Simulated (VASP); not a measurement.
Given:

```
CaF2
1.0
    0.00000     2.70553     2.70553
    2.70553     0.00000     2.70553
    2.70553     2.70553     0.00000
Ca F
1 2
Cartesian
  0.00000   0.00000   0.00000
  1.35277   1.35277   1.35277
  4.05830   4.05830   4.05830
```

The numbers are results of rev-vdW-DF2, VASP's PBE PAW potentials (set 64) (plane waves; VASP), not measurements. Numerical set-up: 520 eV cut-off, 7×7×7 Γ-centred mesh, Gaussian smearing of 0.050 eV, potentials Ca_sv F.

Problem. What does the run give for the energy per atom (σ→0), pressure?

Solution. 
```json
{
  "energy per atom (σ→0)": "-4.069 eV/atom",
  "pressure": "2.61 GPa"
}
```

Total energies compare only between runs with the same potentials, cut-off and functional.

The compound is CaF2 in the fluorite structure. This cell is one point of a volume scan, at 0.97 of the reference volume.
